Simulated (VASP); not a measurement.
```
CoGe
1.0
    2.85269     0.00000     0.00000
   -1.42635     2.47051     0.00000
    0.00000     0.00000     3.49861
Co Ge
1 1
Direct
  0.00000   0.00000   0.00000
  0.66667   0.33333   0.50000
```

Level of theory: PBEsol GGA, VASP's PBE PAW potentials (set 64) (plane waves; VASP). Run with 400 eV cut-off, Gaussian smearing of 0.050 eV, potentials Co Ge_d.

**Question.** Give the energies of bands 7 to 14 at the high-symmetry points, in eV from the Fermi level.

**Answer.** 
```json
[
 {"band": "7", "Γ": "-3.39", "M": "-7.03", "K": "-5.55", "A": "-8.09", "L": "-5.60", "H": "-5.02"},
 {"band": "8", "Γ": "-1.86", "M": "-3.37", "K": "-4.74", "A": "-1.80", "L": "-4.31", "H": "-3.87"},
 {"band": "9", "Γ": "-1.67", "M": "-2.72", "K": "-2.99", "A": "-1.46", "L": "-2.19", "H": "-3.41"},
 {"band": "10", "Γ": "-1.67", "M": "-1.37", "K": "-2.06", "A": "-1.46", "L": "-1.81", "H": "-1.91"},
 {"band": "11", "Γ": "-1.13", "M": "-0.22", "K": "-0.38", "A": "-1.41", "L": "-1.23", "H": "-1.24"},
 {"band": "12", "Γ": "-1.13", "M": "0.40", "K": "-0.29", "A": "-1.41", "L": "-0.20", "H": "1.02"},
 {"band": "13", "Γ": "4.73", "M": "3.39", "K": "0.25", "A": "9.24", "L": "0.97", "H": "1.64"},
 {"band": "14", "Γ": "8.77", "M": "4.77", "K": "6.55", "A": "9.24", "L": "2.80", "H": "1.77"}
]
```

It has no gap at this level: it comes out as a metal or semimetal.

The structure was generated: CoGe was put into the WC type (P-6m2), which need not be its known phase. It was relaxed first, which changed the volume by -10 %. The run is not spin-polarised, so no magnetic state was tried. The electron count is odd and the run is not spin-polarised, which forces a metal.
